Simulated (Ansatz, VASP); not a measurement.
# Cross-check of Se (Selenium) between VASP and Ansatz

One calculation is typed for both programs; each brings its own data sets. How far apart do they land? The cell is taken from a series of runs on this material, whose earlier steps may have relaxed, scaled, displaced or heated it; both programs get it as it stands.

Main program and level: Ansatz 0.2.0; plane waves, with VASP 6.6.1 beside it; G0W0 gap at PBE.

**1. Set-up**

The structure is trigonal, space group P3_121 (No. 152). Conventional cell: a = 4.454 Å, b = 4.454 Å, c = 5.053 Å, α = 90.00°, β = 90.00°, γ = 120.00°. Nearest to Se lie 2 Se at 2.41 Å.

**2. VASP: G0W0 gap, PBE**

Quasiparticle shifts depend on high empty states and on the cores, so they are the hardest test of two PAW sets.

Lines of VASP's logs that name or quote its potential files are left out, and so is its time.

The run reads the wave functions of an earlier VASP run, which isn't shown here.

INCAR reads:

```
SYSTEM = Se
PREC = Accurate
ENCUT = 300
ISMEAR = 0
SIGMA = 0.01
LREAL = .FALSE.
GGA = PE
NBANDS = 320
ALGO = EVGW0
NELMGW = 1
ENCUTGW = 140
NOMEGA = 64
PRECFOCK = Fast
NBANDSGW = 32
LWAVE = .FALSE.
LCHARG = .FALSE.
```

POSCAR reads:

```
Se
1.0
    4.4535240000      0.0000000000      0.0000000000
   -2.2267620000      3.8568649204      0.0000000000
    0.0000000000      0.0000000000      5.0526720000
Se
3
Direct
    0.2226665723      0.0000000000      0.3333333333
    0.0000000000      0.2226665723      0.6666666667
    0.7773334277      0.7773334277      0.0000000000
```

KPOINTS reads:

```
Automatic mesh
0
Gamma
6 6 4
0 0 0
```

Potentials, in the order of the species: Se_GW (PBE family, release 64).

Run with:

```sh
> mpirun -np 16 vasp_std
```

Numbers of over 12 decimals in the logs are rounded to 6 here.

Output:

```text
[banner, memory and clock lines left out]
running   16 mpi-ranks, on    1 nodes
 distrk:  each k-point on   16 cores,    1 groups
 distr:  one band on    1 cores,   16 groups

 POSCAR found type information on POSCAR Se
 POSCAR found :  1 types and       3 ions
|                                                                             |
|           W    W    AA    RRRRR   N    N  II  N    N   GGGG   !!!           |
|           W    W   A  A   R    R  NN   N  II  NN   N  G    G  !!!           |
|           W    W  A    A  R    R  N N  N  II  N N  N  G       !!!           |
|           W WW W  AAAAAA  RRRRR   N  N N  II  N  N N  G  GGG   !            |
|           WW  WW  A    A  R   R   N   NN  II  N   NN  G    G                |
|           W    W  A    A  R    R  N    N  II  N    N   GGGG   !!!           |
|                                                                             |
|     For optimal performance we recommend to set                             |
|       NCORE = 2 up to number-of-cores-per-socket                            |
|     NCORE specifies how many cores store one orbital (NPAR=cpu/NCORE).      |
|     This setting can greatly improve the performance of VASP for DFT.       |
|     The default, NCORE=1 might be grossly inefficient on modern             |
|     multi-core architectures or massively parallel machines. Do your        |
|     Unfortunately you need to use the default for GW and RPA                |
|     calculations (for HF NCORE is supported but not extensively tested      |
|     yet).                                                                   |
|                                                                             |

|                                                                             |
|           W    W    AA    RRRRR   N    N  II  N    N   GGGG   !!!           |
|           W    W   A  A   R    R  NN   N  II  NN   N  G    G  !!!           |
|           W    W  A    A  R    R  N N  N  II  N N  N  G       !!!           |
|           W WW W  AAAAAA  RRRRR   N  N N  II  N  N N  G  GGG   !            |
|           WW  WW  A    A  R   R   N   NN  II  N   NN  G    G                |
|           W    W  A    A  R    R  N    N  II  N    N   GGGG   !!!           |
|                                                                             |
|     The default for ENCUTGWSOFT is different in this version of VASP.       |
|     please manually set ENCUTGWSOFT =140 in the INCAR file.                 |
|                                                                             |

 LDA part: xc-table for (Slater+PW92), standard interpolation
 found WAVECAR, reading the header
 POSCAR, INCAR and KPOINTS ok, starting setup
 FFT: planning ... GRIDC
 FFT: planning ... GRID_SOFT
 FFT: planning ... GRID
 reading WAVECAR
 the WAVECAR file was read successfully
 initial charge from wavefunction
 available memory per node:     40.49 GB, setting MAXMEM to     41464

 The Fermi energy was updated, please check that it is located mid-gap
 values below the HOMO (VB) or above the LUMO (CB) will cause erroneous energies
 E-fermi :   2.5560

 calculate exact exchange contribution
 the WAVEDER file was read successfully
energies w=
    0.000    0.000    0.387    0.000    0.774    0.000    1.159    0.000
    1.541    0.000    1.920    0.000    2.295    0.000    2.666    0.000
    3.031    0.000    3.392    0.000    3.748    0.000    4.099    0.000
    4.445    0.000    4.787    0.000    5.124    0.000    5.457    0.000
    5.787    0.000    6.114    0.000    6.438    0.000    6.761    0.000
    7.083    0.000    7.404    0.000    7.726    0.000    8.048    0.000
    8.373    0.000    8.700    0.000    9.031    0.000    9.367    0.000
    9.709    0.000   10.057    0.000   10.414    0.000   10.780    0.000
   11.157    0.000   11.547    0.000   11.951    0.000   12.373    0.000
   12.813    0.000   13.275    0.000   13.762    0.000   14.276    0.000
   14.824    0.000   15.409    0.000   16.037    0.000   16.715    0.000
   17.450    0.000   18.253    0.000   19.135    0.000   20.111    0.000
   21.199    0.000   22.421    0.000   23.807    0.000   25.393    0.000
   27.229    0.000   29.382    0.000   31.941    0.000   35.037    0.000
   38.856    0.000   43.686    0.000   49.982    0.000   58.523    0.000
   70.750    0.000   89.673    0.000  122.777    0.000  195.323    0.000
 responsefunction array rank=     352
 LDA part: xc-table for (Slater+PW92), standard interpolation

 min. memory requirement per mpi rank    324.3 MB, per node   5188.3 MB

 allocating   4 responsefunctions rank=   352
 shmem allocating  64 responsefunctions rank=   352
 response function shared by NCSHMEM nodes    1
 Doing            4  frequencies on each core in blocks of           64
NQ=   1    0.0000    0.0000    0.0000,
|.........|.........|.........|.........|.........|.........|.........|.........
 performed       1297000 updates of chi_q(r,r)
 total number of BLAS operations       1193.00 Gflops
NQ=   2    0.1667    0.0000    0.0000,
|.........|.........|.........|.........|.........|.........|.........|.........
 performed       4437000 updates of chi_q(r,r)
 total number of BLAS operations       3945.90 Gflops
NQ=   3    0.3333    0.0000    0.0000,
|.........|.........|.........|.........|.........|.........|.........|.........
 performed       7577000 updates of chi_q(r,r)
 total number of BLAS operations       6616.26 Gflops
NQ=   4    0.5000    0.0000    0.0000,
|.........|.........|.........|.........|.........|.........|.........|.........
 performed       9611000 updates of chi_q(r,r)
 total number of BLAS operations       8241.85 Gflops
NQ=   5    0.1667    0.1667    0.0000,
|.........|.........|.........|.........|.........|.........|.........|.........
 performed      12096000 updates of chi_q(r,r)
 total number of BLAS operations      10407.19 Gflops
NQ=   6    0.3333    0.1667    0.0000,
|.........|.........|.........|.........|.........|.........|.........|.........
 performed      15851000 updates of chi_q(r,r)
 total number of BLAS operations      13522.05 Gflops
NQ=   7    0.3333    0.3333    0.0000,
|.........|.........|.........|.........|.........|.........|.........|.........
 performed      17353000 updates of chi_q(r,r)
 total number of BLAS operations      14783.81 Gflops
NQ=   8    0.0000    0.0000    0.2500,
|.........|.........|.........|.........|.........|.........|.........|.........
 performed      19101000 updates of chi_q(r,r)
 total number of BLAS operations      16343.98 Gflops
NQ=   9    0.1667    0.0000    0.2500,
|.........|.........|.........|.........|.........|.........|.........|.........
 performed      22241000 updates of chi_q(r,r)
 total number of BLAS operations      18949.21 Gflops
NQ=  10    0.0000    0.1667    0.2500,
|.........|.........|.........|.........|.........|.........|.........|.........
 performed      25381000 updates of chi_q(r,r)
 total number of BLAS operations      21554.44 Gflops
NQ=  11    0.3333    0.0000    0.2500,
|.........|.........|.........|.........|.........|.........|.........|.........
 performed      28521000 updates of chi_q(r,r)
 total number of BLAS operations      24208.44 Gflops
NQ=  12    0.0000    0.3333    0.2500,
|.........|.........|.........|.........|.........|.........|.........|.........
 performed      31661000 updates of chi_q(r,r)
 total number of BLAS operations      26862.45 Gflops
NQ=  13    0.5000    0.0000    0.2500,
|.........|.........|.........|.........|.........|.........|.........|.........
 performed      34801000 updates of chi_q(r,r)
 total number of BLAS operations      29532.81 Gflops
NQ=  14    0.1667    0.1667    0.2500,
|.........|.........|.........|.........|.........|.........|.........|.........
 performed      38556000 updates of chi_q(r,r)
 total number of BLAS operations      32725.54 Gflops
NQ=  15    0.3333    0.1667    0.2500,
|.........|.........|.........|.........|.........|.........|.........|.........
 performed      42311000 updates of chi_q(r,r)
 total number of BLAS operations      35957.56 Gflops
NQ=  16   -0.1667    0.5000    0.2500,
|.........|.........|.........|.........|.........|.........|.........|.........
 performed      46066000 updates of chi_q(r,r)
 total number of BLAS operations      39189.58 Gflops
NQ=  17    0.3333    0.3333    0.2500,
|.........|.........|.........|.........|.........|.........|.........|.........
 performed      48059000 updates of chi_q(r,r)
 total number of BLAS operations      40895.27 Gflops
NQ=  18    0.0000    0.0000    0.5000,
|.........|.........|.........|.........|.........|.........|.........|.........
 performed      49356000 updates of chi_q(r,r)
 total number of BLAS operations      41971.62 Gflops
NQ=  19    0.1667    0.0000    0.5000,
|.........|.........|.........|.........|.........|.........|.........|.........
 performed      52496000 updates of chi_q(r,r)
 total number of BLAS operations      44641.98 Gflops
NQ=  20    0.3333    0.0000    0.5000,
|.........|.........|.........|.........|.........|.........|.........|.........
 performed      55636000 updates of chi_q(r,r)
 total number of BLAS operations      47312.34 Gflops
NQ=  21    0.5000    0.0000    0.5000,
|.........|.........|.........|.........|.........|.........|.........|.........
 performed      57670000 updates of chi_q(r,r)
 total number of BLAS operations      49106.71 Gflops
NQ=  22    0.1667    0.1667    0.5000,
|.........|.........|.........|.........|.........|.........|.........|.........
 performed      60155000 updates of chi_q(r,r)
 total number of BLAS operations      51194.03 Gflops
NQ=  23    0.3333    0.1667    0.5000,
|.........|.........|.........|.........|.........|.........|.........|.........
 performed      63910000 updates of chi_q(r,r)
 total number of BLAS operations      54505.36 Gflops
NQ=  24    0.3333    0.3333    0.5000,
|.........|.........|.........|.........|.........|.........|.........|.........
 performed      65412000 updates of chi_q(r,r)
 total number of BLAS operations      55814.28 Gflops
 resolving degeneracies of screened two electron integrals

 calculate QP shifts <psi_nk| G(iteration)W_0 |psi_nk>: iteration 1
 entering main loop
```

From OUTCAR (step 2):

```text
ion  position               nearest neighbor table
   1  0.223  0.000  0.333-   3 2.41   2 2.41
   2  0.000  0.223  0.667-   3 2.41   1 2.41
   3  0.777  0.777  0.000-   1 2.41   2 2.41

  LATTYP: Found a hexagonal cell.
 ALAT       =     4.4535240000
 C/A-ratio  =     1.1345334616

 Subroutine GETGRP returns: Found  6 space group operations
 (whereof  2 operations were pure point group operations)

The static configuration has the point symmetry C_2 .
 The point group associated with its full space group is D_3 .

 Found     24 irreducible k-points:

   k-points           NKPTS =     24   k-points in BZ     NKDIM =    144   number of bands    NBANDS=    320

   dimension x,y,z NGX =    28 NGY =   28 NGZ =   30
   dimension x,y,z NGXF=    56 NGYF=   56 NGZF=   60

   ENCUT  =  300.0 eV  22.05 Ry    4.70 a.u.   6.29  6.29  7.14*2*pi/ulx,y,z

   NELECT =      18.0000    total number of electrons

  energy-cutoff  :      300.00
  volume of cell :       86.79
      direct lattice vectors                 reciprocal lattice vectors
     4.453524000  0.000000000  0.000000000     0.224541285  0.129638971  0.000000000
    -2.226762000  3.856864920  0.000000000     0.000000000  0.259277942  0.000000000
     0.000000000  0.000000000  5.052672000     0.000000000  0.000000000  0.197915083

 k-points in reciprocal lattice and weights: Automatic mesh
   0.00000000  0.00000000  0.00000000       0.007
   0.16666667  0.00000000  0.00000000       0.042
   0.33333333  0.00000000  0.00000000       0.042
   0.50000000  0.00000000  0.00000000       0.021
   0.16666667  0.16666667  0.00000000       0.042
   0.33333333  0.16666667  0.00000000       0.083
   0.33333333  0.33333333  0.00000000       0.014
   0.00000000  0.00000000  0.25000000       0.014
   0.16666667  0.00000000  0.25000000       0.042
[...]
0.33333333  0.16666667  0.50000000       0.083
   0.33333333  0.33333333  0.50000000       0.014

 E-fermi :   2.5560

 QP shifts <psi_nk| G(iteration)W_0 |psi_nk>: iteration 1
 for sc-GW calculations column KS-energies equals QP-energies in previous step
 and V_xc(KS)=  KS-energies - (<T + V_ion + V_H > + <T+V_H+V_ion>^1  + <V_x>^1)
 k-point   1 :       0.0000    0.0000    0.0000
  band No.  KS-energies  QP-energies   sigma(KS)   V_xc(KS)     V^pw_x(r,r')   Z            occupation Imag(sigma)
    ...
      6      -1.3948      -1.9561     -12.0778     -11.2594     -14.3701       0.6858       2.0000       0.2230
      7       0.2369      -0.3553     -12.1779     -11.3014     -14.5381       0.6757       2.0000       0.1447
      8       0.2369      -0.3553     -12.1779     -11.3014     -14.5381       0.6757       2.0000       0.1447
      9       1.7642       1.1598     -12.7650     -11.9088     -14.5657       0.7058       2.0000       0.0943
     10       3.9258       4.1436     -11.2390     -11.5467      -7.3341       0.7077       0.0000      -0.0764
     11       3.9258       4.1436     -11.2390     -11.5467      -7.3341       0.7077       0.0000      -0.0764
     12       4.3089       4.5085     -10.9021     -11.1838      -6.8972       0.7085       0.0000      -0.0816
     13       8.0779       8.0590      -8.0126      -7.9882      -3.7117       0.7761       0.0000      -0.1382
    ...

 k-point   2 :       0.1667    0.0000    0.0000
  band No.  KS-energies  QP-energies   sigma(KS)   V_xc(KS)     V^pw_x(r,r')   Z            occupation Imag(sigma)
    ...
      6      -1.2623      -1.7943     -12.3156     -11.5388     -14.5966       0.6849       2.0000       0.2181
      7       0.2398      -0.3403     -12.2821     -11.4285     -14.5370       0.6797       2.0000       0.1400
      8       0.5381      -0.0378     -12.5598     -11.7273     -14.5180       0.6918       2.0000       0.1175
      9       1.5754       0.9792     -12.6480     -11.7997     -14.4385       0.7027       2.0000       0.0965
     10       3.8768       4.0575     -10.9221     -11.1745      -7.1499       0.7162       0.0000      -0.0719
     11       3.9478       4.1423     -11.1255     -11.3992      -7.3012       0.7106       0.0000      -0.0746
     12       4.5515       4.7496     -11.0794     -11.3619      -7.0376       0.7012       0.0000      -0.0896
     13       8.1875       8.1187      -8.1291      -8.0403      -3.7130       0.7747       0.0000      -0.1783
    ...

 k-point   3 :       0.3333    0.0000    0.0000
  band No.  KS-energies  QP-energies   sigma(KS)   V_xc(KS)     V^pw_x(r,r')   Z            occupation Imag(sigma)
    ...
      6      -1.2468      -1.7789     -12.0309     -11.2451     -14.5573       0.6772       2.0000       0.2507
      7      -0.0648      -0.6044     -12.1495     -11.3573     -14.2967       0.6811       2.0000       0.1537
      8       0.4568      -0.1062     -12.4626     -11.6527     -14.2947       0.6952       2.0000       0.1144
      9       1.2829       0.6971     -12.5561     -11.7173     -14.3777       0.6983       2.0000       0.1021
     10       3.9971       4.1593     -10.9577     -11.1850      -7.2022       0.7135       0.0000      -0.0734
     11       4.2574       4.4225     -11.0047     -11.2370      -7.1800       0.7110       0.0000      -0.0794
     12       5.3200       5.4929     -11.6939     -11.9458      -7.4943       0.6859       0.0000      -0.1336
     13       7.8914       7.7538      -7.9877      -7.8076      -3.6673       0.7638       0.0000      -0.1459
    ...

 k-point   4 :       0.5000    0.0000    0.0000
  band No.  KS-energies  QP-energies   sigma(KS)   V_xc(KS)     V^pw_x(r,r')   Z            occupation Imag(sigma)
    ...
      6      -1.0872      -1.6296     -11.9975     -11.1930     -14.5438       0.6742       2.0000       0.2366
      7      -0.6031      -1.1163     -11.8135     -11.0510     -14.1813       0.6731       2.0000       0.2078
      8       0.4130      -0.1517     -12.4088     -11.5959     -14.2416       0.6947       2.0000       0.1149
      9       1.1905       0.6105     -12.5516     -11.7196     -14.3682       0.6971       2.0000       0.1038
     10       4.0095       4.1584     -10.8664     -11.0745      -7.1356       0.7154       0.0000      -0.0727
     11       4.4177       4.5830     -11.0423     -11.2757      -7.1901       0.7080       0.0000      -0.0831
     12       5.9693       6.1366     -12.2716     -12.5205      -7.7381       0.6719       0.0000      -0.2146
     13       7.5879       7.4466      -7.9287      -7.7439      -3.6932       0.7641       0.0000      -0.1320
    ...

[... 4 further parts left out ...]
```

(Part 1 of 2 ends here.)

[Lines on the potential files, build, host, timing and source positions are cut from VASP's logs without a mark.]

[Logs are printed without paths, hosts, clocks, repeated set-up lines and the standing remarks that a program may print on its own settings, such as how far it seeks lower states.]

[Hosts, paths, dates, database ids (printed as entryN), source tags and the programs' standing remarks are cut or masked in the printed files.]
